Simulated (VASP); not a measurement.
OSZICAR of a VASP run on CuZn (CsCl type):

### OSZICAR
```
       N       E                     dE             d eps       ncg     rms          rms(c)
DAV:   1     0.112610673990E+03    0.11261E+03   -0.11701E+04  1728   0.254E+03
DAV:   2    -0.296025789455E+01   -0.11557E+03   -0.11235E+03  1680   0.326E+02
DAV:   3    -0.606827784694E+01   -0.31080E+01   -0.31005E+01  2002   0.728E+01
DAV:   4    -0.609074234833E+01   -0.22465E-01   -0.22461E-01  1974   0.556E+00
DAV:   5    -0.609103537224E+01   -0.29302E-03   -0.29302E-03  2198   0.667E-01    0.945E+00
DAV:   6    -0.592898338109E+01    0.16205E+00   -0.16966E+01  1833   0.108E+02    0.598E+00
DAV:   7    -0.502057533881E+01    0.90841E+00   -0.37708E+00  1798   0.103E+02    0.222E+00
DAV:   8    -0.502380361546E+01   -0.32283E-02   -0.18775E-01  2275   0.612E+00    0.125E+00
DAV:   9    -0.501436089753E+01    0.94427E-02   -0.21228E-02  2051   0.385E+00    0.505E-02
DAV:  10    -0.501437854728E+01   -0.17650E-04   -0.51955E-04  2267   0.355E-01    0.262E-02
DAV:  11    -0.501438234500E+01   -0.37977E-05   -0.14137E-05  2361   0.814E-02    0.134E-02
DAV:  12    -0.501438095345E+01    0.13915E-05   -0.10476E-06  1253   0.364E-02    0.231E-03
DAV:  13    -0.501438099254E+01   -0.39084E-07   -0.48406E-07  1078   0.202E-02
   1 F= -.59058281E+01 E0= -.59059206E+01  d E =-.590583E+01
       N       E                     dE             d eps       ncg     rms          rms(c)
DAV:   1    -0.558526303878E+01   -0.57088E+00   -0.76263E+00  1680   0.660E+01    0.619E+00
DAV:   2    -0.524233647837E+01    0.34293E+00   -0.52174E+00  1702   0.617E+01    0.300E+00
DAV:   3    -0.501379503167E+01    0.22854E+00   -0.12044E+00  1709   0.416E+01    0.139E+00
DAV:   4    -0.499519265863E+01    0.18602E-01   -0.61679E-02  2365   0.626E+00    0.612E-01
DAV:   5    -0.498807462677E+01    0.71180E-02   -0.43473E-03  2825   0.127E+00    0.455E-02
DAV:   6    -0.498808949064E+01   -0.14864E-04   -0.22873E-04  2071   0.173E-01    0.220E-02
DAV:   7    -0.498808795489E+01    0.15358E-05   -0.12000E-05  2557   0.725E-02    0.228E-03
DAV:   8    -0.498808815524E+01   -0.20035E-06   -0.89271E-07  1074   0.123E-02
   2 F= -.59117110E+01 E0= -.59117706E+01  d E =-.588286E-02
       N       E                     dE             d eps       ncg     rms          rms(c)
DAV:   1    -0.504292042629E+01   -0.54832E-01   -0.60564E-01  1680   0.194E+01    0.163E+00
DAV:   2    -0.501366730733E+01    0.29253E-01   -0.32997E-01  1694   0.154E+01    0.743E-01
DAV:   3    -0.500102382575E+01    0.12643E-01   -0.84066E-02  1738   0.908E+00    0.445E-01
DAV:   4    -0.499895924565E+01    0.20646E-02   -0.47053E-03  2240   0.208E+00    0.173E-01
DAV:   5    -0.499837648429E+01    0.58276E-03   -0.47180E-04  2718   0.397E-01    0.124E-02
DAV:   6    -0.499837649115E+01   -0.68558E-08   -0.28805E-05  2300   0.115E-01    0.491E-03
DAV:   7    -0.499837872390E+01   -0.22328E-05   -0.59278E-07  1031   0.184E-02    0.625E-04
DAV:   8    -0.499837883337E+01   -0.10947E-06   -0.38983E-07   938   0.135E-02
   3 F= -.59128959E+01 E0= -.59129780E+01  d E =-.706775E-02
```

Task: Which electronic solver shows in the log?

Result: It is blocked Davidson (ALGO = Normal, or the opening steps of other solvers). The INCAR had ALGO = Normal.

Task: Can the final energy be trusted as converged?

Result: The calculation finished and met its thresholds. It stopped with EDIFF = 1E-6, NELM = 100, NSW = 60 and EDIFFG = -0.01 after 3 ionic steps (PBE GGA with D4 dispersion, plane waves, VASP's PBE PAW potentials (set 64)). Energy and stress use the plane-wave basis of the starting cell.

The compound is CuZn in the CsCl type structure. This run relaxes it. Symmetry was kept, so distortions that lower it aren't found. The electron count is odd and the run is not spin-polarised, which forces a metal.
